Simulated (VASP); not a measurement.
Here is the system:

```xyz
2
Lattice="0.0000 2.4807 2.4807 2.4807 0.0000 2.4807 2.4807 2.4807 0.0000" Properties=species:S:1:pos:R:3 pbc="T T T"
Li     0.0000     0.0000     0.0000
Cl     2.4807     2.4807     2.4807
```

The numbers are results of LDA (Ceperley-Alder, Perdew-Zunger), VASP's LDA PAW potentials (set 64) (plane waves; VASP), not measurements. Numerical set-up: 520 eV cut-off, Gaussian smearing of 0.050 eV, potentials Li_sv Cl.

Q: What does the run give for the band gap (along the path) with the smallest direct gap where there is one?

A: 
```
Quantity                               Result
------------------------------------  -------
band gap (along the path)             6.51 eV
smallest direct gap (along the path)  6.63 eV
```

Total energies compare only between runs with the same potentials, cut-off and functional.

The compound is LiCl in the rock salt structure. It was relaxed first, which changed the volume by -10 %.
